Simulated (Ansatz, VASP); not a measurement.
## Si3N4: VASP beside Ansatz

One calculation is typed for both programs; each brings its own data sets and cutoff. How far apart do they land?

Program: Ansatz 0.2.0. Level of theory: plane waves, with VASP 6.6.1 beside it; single point at PBE. Results are calculated unless marked as measured.

**1. Starting point**

It takes space group Fd-3m (No. 227, cubic). Conventional cell: a = 7.676 Å, b = 7.676 Å, c = 7.676 Å, α = 90.00°, β = 90.00°, γ = 90.00°. Nearest to Si lie 4 N at 1.76 Å. Nearest to Si lie 6 N at 1.86 Å. N has 4 Si at 1.76 to 1.86 Å nearest. Farther neighbours and most contacts between anions are not listed.

Structure file:

```
Si N
1.0
     0.00000    3.83825    3.83825
     3.83825    0.00000    3.83825
     3.83825    3.83825    0.00000
Si N
6 8
Direct
  0.25000 0.25000 0.25000
  0.00000 0.00000 0.00000
  0.62500 0.12500 0.62500
  0.62500 0.62500 0.12500
  0.12500 0.62500 0.62500
  0.62500 0.62500 0.62500
  0.86760 0.86760 0.39720
  0.38240 0.85280 0.38240
  0.86760 0.86760 0.86760
  0.85280 0.38240 0.38240
  0.86760 0.39720 0.86760
  0.38240 0.38240 0.85280
  0.39720 0.86760 0.86760
  0.38240 0.38240 0.38240
```

**2. VASP: single point, PBE**

With cell and atoms fixed, the geometry can't cause a difference; cores, projectors, grids and the points listed under the comparison can.

Lines of VASP's logs that name or quote its potential files are left out, and so is its time.

Input file INCAR:

```
SYSTEM = Si3N4
PREC = Accurate
ENCUT = 520
EDIFF = 1E-07
NELM = 100
ISMEAR = 0
SIGMA = 0.01
LREAL = .FALSE.
ALGO = Normal
GGA = PE
NBANDS = 46
LORBIT = 11
LWAVE = .FALSE.
LCHARG = .FALSE.
KPAR = 4
```

Input file POSCAR:

```
Si3N4
1.0
    0.0000000000      3.8382500000      3.8382500000
    3.8382500000      0.0000000000      3.8382500000
    3.8382500000      3.8382500000      0.0000000000
Si N
6 8
Direct
    0.2500000000      0.2500000000      0.2500000000
    0.0000000000      0.0000000000      0.0000000000
    0.6250000000      0.1250000000      0.6250000000
    0.6250000000      0.6250000000      0.1250000000
    0.1250000000      0.6250000000      0.6250000000
    0.6250000000      0.6250000000      0.6250000000
    0.8676000000      0.8676000000      0.3972000000
    0.3824000000      0.8528000000      0.3824000000
    0.8676000000      0.8676000000      0.8676000000
    0.8528000000      0.3824000000      0.3824000000
    0.8676000000      0.3972000000      0.8676000000
    0.3824000000      0.3824000000      0.8528000000
    0.3972000000      0.8676000000      0.8676000000
    0.3824000000      0.3824000000      0.3824000000
```

Input file KPOINTS:

```
Automatic mesh
0
Gamma
4 4 4
0 0 0
```

The projector-augmented-wave data sets are Si and N (PBE family, release 64).

Command:

```
$ mpirun -np 4 vasp_std
```

Numbers of over 12 decimals in the logs are rounded to 6 here.

What it wrote:

```text
[banner, memory and clock lines left out]
running    4 mpi-ranks, on    1 nodes
 distrk:  each k-point on    1 cores,    4 groups
 distr:  one band on    1 cores,    1 groups

 POSCAR found type information on POSCAR SiN
 POSCAR found :  2 types and      14 ions
 LDA part: xc-table for (Slater+PW92), standard interpolation
 POSCAR, INCAR and KPOINTS ok, starting setup
 FFT: planning ... GRIDC
 FFT: planning ... GRID_SOFT
 FFT: planning ... GRID
 WAVECAR not read
 entering main loop
       N       E                     dE             d eps       ncg     rms          rms(c)
DAV:   1     0.257149949148E+03    0.25715E+03   -0.32488E+04   736   0.131E+03
DAV:   2    -0.108494622693E+03   -0.36564E+03   -0.34182E+03   924   0.284E+02
DAV:   3    -0.125614876482E+03   -0.17120E+02   -0.17011E+02   944   0.626E+01
DAV:   4    -0.125786851469E+03   -0.17197E+00   -0.17159E+00   920   0.682E+00
DAV:   5    -0.125789685703E+03   -0.28342E-02   -0.28325E-02   912   0.809E-01    0.275E+01
DAV:   6    -0.112408876975E+03    0.13381E+02   -0.41895E+01   884   0.267E+01    0.127E+01
DAV:   7    -0.112286429393E+03    0.12245E+00   -0.26769E+00   912   0.714E+00    0.590E+00
DAV:   8    -0.112264491795E+03    0.21938E-01   -0.11416E-01   870   0.158E+00    0.197E+00
DAV:   9    -0.112264708477E+03   -0.21668E-03   -0.22163E-02   920   0.800E-01    0.299E-01
DAV:  10    -0.112265379167E+03   -0.67069E-03   -0.11924E-03   870   0.172E-01    0.103E-01
DAV:  11    -0.112265467007E+03   -0.87840E-04   -0.33660E-04   866   0.901E-02    0.400E-02
DAV:  12    -0.112265471360E+03   -0.43527E-05   -0.12480E-05   876   0.192E-02    0.130E-02
DAV:  13    -0.112265472000E+03   -0.63974E-06   -0.28619E-06   884   0.764E-03    0.524E-03
DAV:  14    -0.112265472100E+03   -0.10048E-06   -0.13289E-07   574   0.196E-03    0.121E-03
DAV:  15    -0.112265472087E+03    0.13053E-07   -0.77899E-08   494   0.120E-03
   1 F= -.11226547E+03 E0= -.11226547E+03  d E =-.534203E-85
```

OUTCAR, selected parts (step 2):

```text
ion  position               nearest neighbor table
   1  0.250  0.250  0.250-  14 1.76  10 1.76  12 1.76   8 1.76
   2  0.000  0.000  0.000-   9 1.76   7 1.76  11 1.76  13 1.76
   3  0.625  0.125  0.625-   7 1.86  12 1.86  10 1.86  13 1.86   9 1.86  14 1.86   6 2.71   4 2.71
                             4 2.71   5 2.71   6 2.71   5 2.71
   4  0.625  0.625  0.125-   8 1.86  10 1.86  11 1.86  13 1.86   9 1.86  14 1.86   6 2.71   3 2.71
                             5 2.71   6 2.71   3 2.71   5 2.71
   5  0.125  0.625  0.625-   7 1.86  12 1.86  11 1.86   8 1.86   9 1.86  14 1.86   6 2.71   4 2.71
                             3 2.71   3 2.71   4 2.71   6 2.71
   6  0.625  0.625  0.625-   8 1.86  10 1.86  11 1.86  13 1.86  12 1.86   7 1.86   3 2.71   4 2.71
                             5 2.71   4 2.71   3 2.71   5 2.71
   7  0.868  0.868  0.397-   2 1.76   3 1.86   5 1.86   6 1.86
   8  0.382  0.853  0.382-   1 1.76   4 1.86   5 1.86   6 1.86
   9  0.868  0.868  0.868-   2 1.76   3 1.86   5 1.86   4 1.86
  10  0.853  0.382  0.382-   1 1.76   4 1.86   3 1.86   6 1.86
  11  0.868  0.397  0.868-   2 1.76   4 1.86   5 1.86   6 1.86
  12  0.382  0.382  0.853-   1 1.76   3 1.86   5 1.86   6 1.86
  13  0.397  0.868  0.868-   2 1.76   4 1.86   3 1.86   6 1.86
  14  0.382  0.382  0.382-   1 1.76   3 1.86   5 1.86   4 1.86

  LATTYP: Found a face centered cubic cell.
 ALAT       =     7.6765000000

 Subroutine GETGRP returns: Found 48 space group operations
 (whereof 24 operations were pure point group operations)

The static configuration has the point symmetry T_d .
 The point group associated with its full space group is O_h .

 Found      8 irreducible k-points:

   k-points           NKPTS =      8   k-points in BZ     NKDIM =      8   number of bands    NBANDS=     46

   dimension x,y,z NGX =    40 NGY =   40 NGZ =   40
   dimension x,y,z NGXF=    80 NGYF=   80 NGZF=   80

   ENCUT  =  520.0 eV  38.22 Ry    6.18 a.u.  10.09 10.09 10.09*2*pi/ulx,y,z

   NELECT =      64.0000    total number of electrons

 k-points in reciprocal lattice and weights: Automatic mesh
   0.00000000  0.00000000  0.00000000       0.016
   0.25000000  0.00000000  0.00000000       0.125
   0.50000000  0.00000000  0.00000000       0.062
   0.25000000  0.25000000  0.00000000       0.094
   0.50000000  0.25000000  0.00000000       0.375
  -0.25000000  0.25000000  0.00000000       0.188
   0.50000000  0.50000000  0.00000000       0.047
  -0.25000000  0.50000000  0.25000000       0.094

 average (electrostatic) potential at core
       1 -79.0464       2 -79.0464       3 -78.7394       4 -78.7394       5 -78.7394
       6 -78.7394       7 -57.2741       8 -57.2741       9 -57.2741      10 -57.2741
      11 -57.2741      12 -57.2741      13 -57.2741      14 -57.2741

 E-fermi :   9.7861

 k-point     1 :       0.0000    0.0000    0.0000
  band No.  band energies     occupation
    ...
     28       9.4818      2.00000
     29       9.4818      2.00000
     30       9.6490      2.00000
     31       9.6490      2.00000
     32       9.6490      2.00000
     33      13.1837      0.00000
     34      13.1837      0.00000
     35      13.1837      0.00000
     36      14.8153      0.00000
     37      16.1962      0.00000
    ...

 k-point     2 :       0.2500    0.0000    0.0000
  band No.  band energies     occupation
    ...
     28       9.1471      2.00000
     29       9.1471      2.00000
     30       9.1798      2.00000
     31       9.5323      2.00000
     32       9.5323      2.00000
     33      13.9421      0.00000
     34      14.1898      0.00000
     35      14.1898      0.00000
     36      15.9295      0.00000
     37      16.7605      0.00000
    ...

 k-point     3 :       0.5000    0.0000    0.0000
  band No.  band energies     occupation
    ...
     28       8.7945      2.00000
     29       9.1928      2.00000
     30       9.1928      2.00000
     31       9.3001      2.00000
     32       9.3001      2.00000
     33      14.7757      0.00000
     34      15.5609      0.00000
     35      15.5609      0.00000
     36      16.2836      0.00000
     37      16.7307      0.00000
    ...

  Total        9.8329493      9.8329493      9.8329493      0.0000000      0.0000000      0.0000000
  in kB      139.3043278    139.3043278    139.3043278      0.0000000      0.0000000      0.0000000
  external PRESSURE =     139.3043278 kB  Pullay stress =       0.0000000 kB

  energy-cutoff  :      520.00
  volume of cell :      113.09
      direct lattice vectors                 reciprocal lattice vectors
     0.000000000  3.838250000  3.838250000    -0.130267700  0.130267700  0.130267700
     3.838250000  0.000000000  3.838250000     0.130267700 -0.130267700  0.130267700
     3.838250000  3.838250000  0.000000000     0.130267700  0.130267700 -0.130267700

 POSITION                                       TOTAL-FORCE (eV/Angst)
 -----------------------------------------------------------------------------------
      1.91912      1.91912      1.91912         0.000000      0.000000      0.000000
      0.00000      0.00000      0.00000         0.000000      0.000000      0.000000
      2.87869      4.79781      2.87869         0.000000      0.000000      0.000000
      2.87869      2.87869      4.79781         0.000000      0.000000      0.000000
      4.79781      2.87869      2.87869         0.000000      0.000000      0.000000
      4.79781      4.79781      4.79781         0.000000      0.000000      0.000000
      4.85462      4.85462      6.66013        -0.075946     -0.075946      0.075946
      4.74101      2.93549      4.74101         0.075946     -0.075946      0.075946
      6.66013      6.66013      6.66013         0.075946      0.075946      0.075946
      2.93549      4.74101      4.74101        -0.075946      0.075946      0.075946
      4.85462      6.66013      4.85462        -0.075946      0.075946     -0.075946
      4.74101      4.74101      2.93549         0.075946      0.075946     -0.075946
      6.66013      4.85462      4.85462         0.075946     -0.075946     -0.075946
      2.93549      2.93549      2.93549        -0.075946     -0.075946     -0.075946
 -----------------------------------------------------------------------------------
    total drift:                                0.000000      0.000000      0.000000

  FREE ENERGIE OF THE ION-ELECTRON SYSTEM (eV)
  ---------------------------------------------------
  free  energy   TOTEN  =      -112.2654720872 eV

  energy  without entropy=     -112.2654720872  energy(sigma->0) =     -112.26547209

 total charge
# of ion       s       p       d       tot
------------------------------------------
    1        0.682   0.962   0.000   1.643
    2        0.682   0.962   0.000   1.643
    3        0.623   0.926   0.000   1.549
    4        0.623   0.926   0.000   1.549
    5        0.623   0.926   0.000   1.549
    6        0.623   0.926   0.000   1.549
    7        1.227   2.727   0.000   3.955
    8        1.227   2.727   0.000   3.955
    9        1.227   2.727   0.000   3.955
   10        1.227   2.727   0.000   3.955
   11        1.227   2.727   0.000   3.955
   12        1.227   2.727   0.000   3.955
   13        1.227   2.727   0.000   3.955
   14        1.227   2.727   0.000   3.955
--------------------------------------------------
tot         13.676  27.444   0.000  41.120

[... 3 further parts left out ...]
```

The run ends at a pressure of 13.93 GPa, with forces up to 0.13 eV/Å.

**3. Ansatz: single point, PBE**

Ansatz runs on its default PAW (the set named soft_2) files.

The same cell, functional, mesh and smearing now go to Ansatz, which takes its cutoff from its data sets.

Input file input.yaml:

```yaml
crystal:
  lattice:
    - [0.0, 3.83825, 3.83825]
    - [3.83825, 0.0, 3.83825]
    - [3.83825, 3.83825, 0.0]
  atoms:
    - { symbol: Si, position: [0.25, 0.25, 0.25] }
    - { symbol: Si, position: [0.0, 0.0, 0.0] }
    - { symbol: Si, position: [0.625, 0.125, 0.625] }
    - { symbol: Si, position: [0.625, 0.625, 0.125] }
    - { symbol: Si, position: [0.125, 0.625, 0.625] }
    - { symbol: Si, position: [0.625, 0.625, 0.625] }
    - { symbol: "N", position: [0.8676, 0.8676, 0.3972] }
    - { symbol: "N", position: [0.3824, 0.8528, 0.3824] }
    - { symbol: "N", position: [0.8676, 0.8676, 0.8676] }
    - { symbol: "N", position: [0.8528, 0.3824, 0.3824] }
    - { symbol: "N", position: [0.8676, 0.3972, 0.8676] }
    - { symbol: "N", position: [0.3824, 0.3824, 0.8528] }
    - { symbol: "N", position: [0.3972, 0.8676, 0.8676] }
    - { symbol: "N", position: [0.3824, 0.3824, 0.3824] }
hamiltonian:
  xc: pbe
  pseudopotentials: { kind: paw }
kpoints:
  mp_grid: { grid: [4, 4, 4] }
scf:
  occupations: { method: gaussian, width: 0.01 }
  n_extra_bands: 7
output:
  forces: true
  stress: true
  eigenvalues: true
```

Command:

```
$ ansatz run input.yaml --threads 4 --pin off --max-ram 9216MiB --backend cpu --events-out ev --progress --plain --runs-dir out
```

What it wrote:

```text
scf.n_extra_bands = 7 over 32 filled bands (N_el = 64.0): the run solves 39 bands
Engine: ansatz 0.2.0, aarch64-unknown-linux-gnu
Pseudopotentials: kind: paw
Pseudopotential: Si, paw, valence charge 4, recommended cutoff 420 eV (normal), Si.paw.azcp
Pseudopotential: N, paw, valence charge 5, recommended cutoff 420 eV (normal), N.paw.azcp
Functional definition: PBE
  parameter kappa = 0.804
  parameter beta = 0.066725
  exchange = pbe_x(kappa = kappa, mu = beta*pi^2/3)
  correlation = pbe_c(beta = beta)
Crystal: 14 atoms, lattice volume = 113.091 Å³
Basis set: ecut = 420 eV, 2229 PW (Γ), exchange–correlation on 80×80×80 points (8 copies of the dense FFT grid, shifted against one another)
Bands: 39, of which v1, the nominal top of the filled ones, is band 32 counted from 1 (31 counted from 0)
Symmetry: 48 space group operations
Space group: Fd-3m (ITA 227), of the structure as read, at distance tolerance 4.8e-5 Å
k-points: 8 of 64
Non-local potential: Si, projectors of the file, l = 0: 2, l = 1: 2, l = 2: 2
Non-local potential: N, projectors of the file, l = 0: 2, l = 1: 2, l = 2: 1
PAW form: soft (Blöchl's): semilocal exchange-correlation on the pseudo side does not see the compensation charge
PAW one-centre angular grid: Si, 110 points (default); XC on 64 Gauss nodes
PAW one-centre angular grid: N, 110 points (default); XC on 64 Gauss nodes
Initial density: superposition of atomic densities (neutral atoms: chi_scale 0, normalization atom), corrected by the library's trained network
Initial wavefunctions: pseudopotential atomic-orbital guess
Functional: x = pbe(κ = 0.804, μ = 0.219515), c = pbe(β = 0.066725)
SCF iter   1: F=—  HF=-6899.596742 eV  |F-HF|=—  |Δ(HF+E_count)|=         —  Δρ=4.35e-3  dr2=3.43e-2  ethr=1.77e-3  ⟨swp⟩=11.8  Hψ=1716  notcnv=0
preconditioner: auto → Resta (q_TF=auto, 2.481 Å⁻¹)  ε∞=5.1  [insulator: Δε(μ)=3.544 eV  Ē_g=13.866 eV  σ=0.010 eV  W_gap=1.00  n_scr=26 (ndim 8)  ℏωp=27.9 eV  f_vac=0.000  D(μ)=0.00/eV (n_scr^D=0)  ε∞_Penn≈5.1]
SCF iter   2: F=—  HF=-6899.582619 eV  |F-HF|=—  |Δ(HF+E_count)|=   1.41e-2  Δρ=1.87e-3  dr2=6.53e-3  ethr=5.36e-5  ⟨swp⟩=3.1  Hψ=578  notcnv=0  defer=19
SCF iter   3: F=—  HF=-6899.581831 eV  |F-HF|=—  |Δ(HF+E_count)|=   7.88e-4  Δρ=4.91e-4  dr2=1.89e-4  ethr=1.02e-5  ⟨swp⟩=3.0  Hψ=550  notcnv=0  defer=19
SCF iter   4: F=—  HF=-6899.581878 eV  |F-HF|=—  |Δ(HF+E_count)|=   4.80e-5  Δρ=1.77e-4  dr2=2.26e-5  ethr=2.95e-7  ⟨swp⟩=2.6  Hψ=573  notcnv=0  defer=19
SCF iter   5: F=—  HF=-6899.581794 eV  |F-HF|=—  |Δ(HF+E_count)|=   8.45e-5  Δρ=2.01e-5  dr2=3.91e-7  ethr=3.52e-8  ⟨swp⟩=2.8  Hψ=610  notcnv=0  defer=19
SCF iter   6: F=-6899.581794 eV  HF=-6899.581794 eV  |F-HF|=6.38e-9  |Δ(HF+E_count)|=   2.55e-7  Δρ=4.61e-6  dr2=2.19e-8  ethr=1.56e-10  ⟨swp⟩=11.8  Hψ=1430  notcnv=0
SCF 1 converged in 6 iterations: F = -6899.581794 eV  dr2 = 2.19e-8
  greatest PAW one-centre occupation: 0.792 electrons in one spin orbital (limit 2), on the N atom at site 13 (counted from 0), in its partial waves of l = 0
SCF converged after 6 iterations
Free energy (F): -6899.581794 eV
Harris-Foulkes:  -6899.581794 eV  (|F-HF|=6.38e-9)
Internal energy: -6899.581794 eV  (E = F + TS)
E sigma→0 (E₀):  -6899.581794 eV
Fermi energy:    13.385104 eV
--- Per-component energies (eV) ---
  E_band       = 303.279771
  E_kinetic    = 1379.208598
  E_local      = -1449.052556  (includes V_loc(G=0)·N_el)
  E_nonlocal   = 505.406556
  E_hartree    = 484.012786
  E_xc         = -836.794682
  E_vxc        = -926.209337  (∫ρ·V_xc dr)
  E_paw        = -4100.244887  (= ΣΔE_a)
  E_vpaw       = -174.095689  (= ΣTr[D̂ρ^β])
  E_aug_tail   = 0.000865  (compensation charges beyond the density's cutoff)
  E_ewald      = -2882.118474
  E_smearing   = -0.000000  (= −TS)
  E_closure    = -0.000000  (closes the sum)
  Σ components = -6899.581794   (vs F -6899.581794, Δ=0.00e0)
--- Forces (eV/Å), atoms counted from 1 ---
  atom   1  Si    -0.00000000     0.00000000    -0.00000000
  atom   2  Si    -0.00000000     0.00000000     0.00000000
  atom   3  Si     0.00000000    -0.00000000    -0.00000000
  atom   4  Si     0.00000000    -0.00000000     0.00000000
  atom   5  Si     0.00000000     0.00000000     0.00000000
  atom   6  Si     0.00000000     0.00000000    -0.00000000
  atom   7  N     -0.06998515    -0.06998515     0.06998515
  atom   8  N      0.06998515    -0.06998515     0.06998515
  atom   9  N      0.06998515     0.06998515     0.06998515
  atom  10  N     -0.06998515     0.06998515     0.06998515
  atom  11  N     -0.06998515     0.06998515    -0.06998515
  atom  12  N      0.06998515     0.06998515    -0.06998515
  atom  13  N      0.06998515    -0.06998515    -0.06998515
  atom  14  N     -0.06998515    -0.06998515    -0.06998515
  max |Σ_I F_I| component: 9.71e-17 eV/Å
--- Stress (GPa, compression-positive) ---
       14.151048      -0.000000       0.000000
        0.000000      14.151048      -0.000000
        0.000000      -0.000000      14.151048
  P = ⅓ Tr σ = 14.1510 GPa (141.510 kbar)
--- Band table (eV; the first three rows and the last of 8) ---
  k-point 0: bands = [... 28 lower, 11.4433, 11.6112, 11.6112, 11.6112, 15.1590, 15.1590, 15.1590, 16.7788, ... 3 higher]
  k-point 1: bands = [... 28 lower, 11.1093, 11.1414, 11.4950, 11.4950, 15.9157, 16.1641, 16.1641, 17.8918, ... 3 higher]
  k-point 2: bands = [... 28 lower, 11.1561, 11.1561, 11.2630, 11.2630, 16.7448, 17.5333, 17.5333, 18.2571, ... 3 higher]
  k-point 7: bands = [... 28 lower, 10.5586, 10.5586, 10.8398, 10.8398, 18.4443, 18.4443, 19.0091, 19.0091, ... 3 higher]
```

Run time: 0.71 s. Hardware: 4 threads of Arm Neoverse V2, shared host; peak memory 0.43 GiB; 2.4 s of CPU time.

The run ends at a pressure of 14.15 GPa, with forces up to 0.12 eV/Å.

**4. Differences**

Known differences besides the potentials themselves: the cutoff is 420 eV in Ansatz and 520 eV in VASP; VASP leaves aspherical gradient terms in its spheres out (LASPH is not set), Ansatz keeps them. Total energies have different zeros and are not compared.

Both answers:

| quantity | Ansatz | VASP | difference |
| --- | --- | --- | --- |
| pressure (GPa) | 14.15 | 13.93 | +0.22 |
| pressure without Ansatz's Pulay correction (GPa) | 13.49 | 13.93 | -0.44 |
| gap on the k mesh (eV) | 3.548 | 3.535 | +0.013 |

Forces on 7 of the 14 atoms, those with the largest forces and the largest differences (eV/Å; atoms numbered as in POSCAR):

```csv
atom,"Ansatz x, y, z","VASP x, y, z"
N7,"-0.070, -0.070, 0.070","-0.076, -0.076, 0.076"
N8,"0.070, -0.070, 0.070","0.076, -0.076, 0.076"
N9,"0.070, 0.070, 0.070","0.076, 0.076, 0.076"
N10,"-0.070, 0.070, 0.070","-0.076, 0.076, 0.076"
N11,"-0.070, 0.070, -0.070","-0.076, 0.076, -0.076"
N12,"0.070, 0.070, -0.070","0.076, 0.076, -0.076"
N13,"0.070, -0.070, -0.070","0.076, -0.076, -0.076"
```

The forces differ by 4.5 meV/Å r.m.s., which is 7.9 % of the r.m.s. force of 0.06 eV/Å (both taken over all components). A gap on the mesh is an upper bound, since the band edges may lie between its points. Ansatz's pressure holds a Pulay correction of 0.66 GPa; VASP's holds none.

**5. Outcome**

```yaml
r_m_s_force_difference_single_point_pbe: 4.5 meV/Å
```

**Reading.** The r.m.s. force difference is 4.5 meV/Å (single point, PBE), within the 12 meV/Å picked in this series as the mark of a large difference. Such differences can come from data sets, numerical settings and the points named under the comparisons, not from the functional's error against experiment.

[Lines on the potential files, build, host, timing and source positions are cut from VASP's logs without a mark.]

[Logs are printed without paths, hosts, clocks, repeated set-up lines and the standing remarks that a program may print on its own settings, such as how far it seeks lower states.]

[Hosts, paths, dates, database ids (printed as entryN), source tags and the programs' standing remarks are cut or masked in the printed files.]
